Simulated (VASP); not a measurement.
# TiAs: phonons from a supercell, part 4 of 4

How does the lattice of TiAs vibrate? The start is a cell from a database of measured crystal structures.

VASP 6.6.1; LDA; plane waves and PAW (As, Ti_sv).

So far. Step 3 (Relax the host again, on a new basis): The start already met the threshold, so nothing moved. Step 4 (Tight relaxation): The run ended after 5 ionic steps, 0.000 eV below its first step, once forces and stress met EDIFFG = -0.002.

The database entry behind the starting cell differs from later determinations by our own check (an axis about 2.0 % long against later determinations), so it need not match the best structure at ambient conditions.

## (5) Force constants in the supercell

System of this step: TiAs. It takes space group P6_3/mmc (No. 194, hexagonal). Conventional cell: a = 3.567 Å, b = 3.567 Å, c = 11.868 Å, α = 90.00°, β = 90.00°, γ = 120.00°. Nearest to As lie 6 Ti at 2.59 Å. As has 6 Ti at 2.48 Å nearest. Ti has 6 As at 2.48 to 2.59 Å nearest. Farther neighbours are not listed.

Each independent atom is moved by 0.015 Å both ways; the forces give the force constants out to half the supercell.

INCAR

```
SYSTEM = TiAs
PREC = Accurate
ENCUT = 350
EDIFF = 1E-07
NELM = 120
ISMEAR = 1
SIGMA = 0.2
LREAL = .FALSE.
ALGO = Fast
GGA = CA
LWAVE = .FALSE.
LCHARG = .FALSE.
KPAR = 4
IBRION = 6
NSW = 1
NFREE = 2
POTIM = 0.015
ISIF = 0
ADDGRID = .TRUE.
```

POSCAR

```
TiAs
1.0
    7.1346808402      0.0000000000      0.0000000000
   -3.5673404200      6.1788148554      0.0000000000
    0.0000000000      0.0000000000     11.8679711910
As Ti
16 16
Direct
    0.3333333333      0.1666666666      0.2500000000
    0.3333333333      0.6666666666      0.2500000000
    0.8333333333      0.1666666666      0.2500000000
    0.8333333333      0.6666666666      0.2500000000
    0.1666666666      0.3333333334      0.7500000000
    0.1666666666      0.8333333334      0.7500000000
    0.6666666666      0.3333333334      0.7500000000
    0.6666666666      0.8333333334      0.7500000000
    0.0000000000      0.0000000000      0.5000000000
    0.0000000000      0.5000000000      0.5000000000
    0.5000000000      0.0000000000      0.5000000000
    0.5000000000      0.5000000000      0.5000000000
    0.0000000000      0.0000000000      0.0000000000
    0.0000000000      0.5000000000      0.0000000000
    0.5000000000      0.0000000000      0.0000000000
    0.5000000000      0.5000000000      0.0000000000
    0.3333333333      0.1666666666      0.8829162807
    0.3333333333      0.6666666666      0.8829162807
    0.8333333333      0.1666666666      0.8829162807
    0.8333333333      0.6666666666      0.8829162807
    0.1666666666      0.3333333334      0.3829162807
    0.1666666666      0.8333333334      0.3829162807
    0.6666666666      0.3333333334      0.3829162807
    0.6666666666      0.8333333334      0.3829162807
    0.3333333333      0.1666666666      0.6170837193
    0.3333333333      0.6666666666      0.6170837193
    0.8333333333      0.1666666666      0.6170837193
    0.8333333333      0.6666666666      0.6170837193
    0.1666666666      0.3333333334      0.1170837193
    0.1666666666      0.8333333334      0.1170837193
    0.6666666666      0.3333333334      0.1170837193
    0.6666666666      0.8333333334      0.1170837193
```

KPOINTS

```
Automatic mesh
0
Gamma
5 5 3
0 0 0
```

The projector-augmented-wave data sets are As and Ti_sv (LDA family, release 64).

Launch:

```console
$ mpirun -np 4 vasp_std
```

Output:

```text
[banner, memory and clock lines left out]
running    4 mpi-ranks, on    1 nodes
[...]
|                                                                             |
|               ----> ADVICE to this user running VASP <----                  |
|                                                                             |
|     You have a (more or less) 'large supercell' and for larger cells it     |
|     might be more efficient to use real-space projection operators.         |
|     Therefore, try LREAL= Auto in the INCAR file.                           |
|     Mind: For very accurate calculation, you might also keep the            |
|     reciprocal projection scheme (i.e. LREAL=.FALSE.).                      |
|                                                                             |

 LDA part: xc-table for (Slater(with rela. corr.)+CA(PZ))
 , standard interpolation
 POSCAR, INCAR and KPOINTS ok, starting setup
[...]
entering main loop
       N       E                     dE             d eps       ncg     rms          rms(c)
DAV:   1     0.322000755948E+04    0.32200E+04   -0.10162E+05  3260   0.144E+03
DAV:   2     0.260599765462E+03   -0.29594E+04   -0.28719E+04  3260   0.505E+02
DAV:   3    -0.228014411032E+03   -0.48861E+03   -0.47432E+03  4586   0.180E+02
DAV:   4    -0.284642050552E+03   -0.56628E+02   -0.56105E+02  4568   0.553E+01
[...]
RMM:  22    -0.255786053298E+03   -0.80204E-03   -0.10293E-02  5033   0.151E-01    0.148E-01
RMM:  23    -0.255786180689E+03   -0.12739E-03   -0.31345E-03  5169   0.898E-02    0.109E-01
RMM:  24    -0.255786355608E+03   -0.17492E-03   -0.24619E-03  5362   0.680E-02    0.787E-02
WARNING in EDDRMM: call to ZHEGV failed, returncode =   6  3     55
RMM:  25    -0.255786444921E+03   -0.89313E-04   -0.10349E-03  5799   0.507E-02    0.720E-02
WARNING in EDDRMM: call to ZHEGV failed, returncode =   8  4     63
RMM:  26    -0.255786534772E+03   -0.89851E-04   -0.97670E-04  5744   0.419E-02    0.626E-02
RMM:  27    -0.255786574569E+03   -0.39797E-04   -0.70698E-04  5314   0.455E-02    0.235E-02
WARNING in EDDRMM: call to ZHEGV failed, returncode =   8  4     46
WARNING in EDDRMM: call to ZHEGV failed, returncode =   8  4    125
RMM:  28    -0.255786623461E+03   -0.48892E-04   -0.57439E-04  5604   0.337E-02    0.115E-02
RMM:  29    -0.255786656315E+03   -0.32853E-04   -0.36481E-04  5620   0.274E-02    0.106E-02
 num prob  num prob  num prob  num prob  num prob WARNING in EDDRMM: call to ZHEGV failed, returncode =   8  4     21
 num prob  num prob  num prob  num prob  num prob RMM:  30    -0.255786685071E+03   -0.28757E-04   -0.32868E-04  5554   0.236E-02    0.776E-03
[...]
num prob  num prob  num prob  num prob  num prob  num prob  num prob  num prob  num prob  num prob  num prob  num prob  num prob  num prob  num prob  num prob  num prob  num prob  num prob  num prob  num prob  num prob  num prob  num prob  num prob  num prob  num prob  num prob  num prob  num prob  num prob  num prob  num prob WARNING in EDDRMM: call to ZHEGV failed, returncode =   8  4     51
[...]
num prob  num prob  num prob  num prob  num prob  num prob  num prob  num prob  num prob  num prob  num prob  num prob  num prob  num prob  num prob  num prob  num prob  num prob  num prob  num prob  num prob  num prob  num prob  num prob  num prob  num prob  num prob  num prob  num prob  num prob  num prob  num prob  num prob  num prob  num prob  num prob  num prob  num prob  num prob  num prob  num prob  num prob WARNING in EDDRMM: call to ZHEGV failed, returncode =   6  3     57
[...]
num prob  num prob  num prob WARNING in EDDRMM: call to ZHEGV failed, returncode =   6  3     37
[...]
num prob  num prob WARNING in EDDRMM: call to ZHEGV failed, returncode =   8  4     47
[...]
num prob  num prob  num prob  num prob  num prob  num prob  num prob  num prob  num prob  num prob  num prob  num prob  num prob  num prob  num prob  num prob  num prob  num prob  num prob  num prob  num prob  num prob  num prob  num prob  num prob  num prob  num prob  num prob  num prob  num prob  num prob  num prob  num prob  num prob  num prob  num prob  num prob  num prob  num prob  num prob  num prob WARNING in EDDRMM: call to ZHEGV failed, returncode =   8  4    137
[...]
num prob  num prob  num prob WARNING in EDDRMM: call to ZHEGV failed, returncode =   6  3     29
 num prob  num prob  num prob  num prob  num prob  num prob  num prob  num prob  num prob  num prob  num prob  num prob  num prob  num prob  num prob  num prob  num prob  num prob  num prob  num prob  num prob  num prob WARNING in EDDRMM: call to ZHEGV failed, returncode =   8  4     92
[...]
num prob  num prob  num prob  num prob  num prob WARNING in EDDRMM: call to ZHEGV failed, returncode =   8  4     44
   5 F= -.25578554E+03 E0= -.25579324E+03  d E =0.231197E-01
 Finite differences progress:
  Degree of freedom:   2/  6
  Displacement:        2/  2
  Total:               4/ 12
[...]
N       E                     dE             d eps       ncg     rms          rms(c)
DAV:   1    -0.255784348429E+03    0.11894E-02   -0.24111E-01  9488   0.775E-01    0.156E-01
RMM:   2    -0.255785711070E+03   -0.13626E-02   -0.12086E-02 10314   0.295E-01    0.246E-01
RMM:   3    -0.255784904434E+03    0.80664E-03   -0.23539E-03 10221   0.151E-01    0.728E-02
RMM:   4    -0.255784975336E+03   -0.70902E-04   -0.14030E-03 11596   0.710E-02    0.399E-02
RMM:   5    -0.255785000464E+03   -0.25127E-04   -0.53155E-04 11846   0.523E-02    0.322E-02
RMM:   6    -0.255785006608E+03   -0.61448E-05   -0.32231E-04 12559   0.351E-02    0.108E-02
RMM:   7    -0.255785027186E+03   -0.20578E-04   -0.25782E-04 13514   0.254E-02    0.919E-03
RMM:   8    -0.255785036871E+03   -0.96852E-05   -0.14036E-04 13596   0.196E-02    0.508E-03
```

It took 3 h on 4 MPI ranks of Intel Xeon Platinum 8488C (Sapphire Rapids), shared host.

The run was stopped at its time limit, so it gives no result of its own.

## (6) Summary of results

```yaml
result: none
```

The session ends without its result: «force constants in the supercell» met its time limit.

[Lines on the potential files, build, host, timing and source positions are cut from VASP's logs without a mark.]

[Logs are printed without paths, hosts, clocks, repeated set-up lines and the standing remarks that a program may print on its own settings, such as how far it seeks lower states.]

[Hosts, paths, dates, database ids (printed as entryN), source tags and the programs' standing remarks are cut or masked in the printed files.]

[Runs that stopped without an error message from VASP are left out.]
